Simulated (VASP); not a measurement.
The system is Ta.

```xyz
1
Lattice="-1.6513 1.6513 1.6513 1.6513 -1.6513 1.6513 1.6513 1.6513 -1.6513" Properties=species:S:1:pos:R:3 pbc="T T T"
Ta    0.0000    0.0000    0.0000
```

```yaml
Program: VASP 6.6.1
Task: relaxation of cell and atoms
Functional: PBE
Potentials_or_basis: VASP PAW PBE potentials, release 64 (Ta_pv)
Cutoff: 600 eV
k_mesh: 16 × 16 × 16
Occupations: methfessel-paxton, width 0.1 eV
Spin: no spin polarisation
```

At the start: pressure 3.4 GPa; volume 18.01 Å³/atom.

Problem. How do energy, volume and symmetry change on relaxing?

Solution. Over 3 steps the energy falls by 3.2 meV/atom and the volume is 18.32 Å³/atom (+1.7 %); space group Im-3m (No. 229, to 0.05 Å).

The path:
| step | energy change (eV) | largest force (eV/Å) | pressure (GPa) | volume (Å³) |
| --- | --- | --- | --- | --- |
| 1 | 0.0000 | 0.0000 | 3.41 | 18.01 |
| 2 | 0.0125 | 0.0000 | -6.87 | 19.03 |
| 3 | -0.0032 | 0.0000 | -0.02 | 18.32 |

Final structure:
```
CELL_PARAMETERS angstrom
-1.66072 1.66072 1.66072
1.66072 -1.66072 1.66072
1.66072 1.66072 -1.66072
ATOMIC_POSITIONS crystal
Ta 0.00000 0.00000 0.00000
```
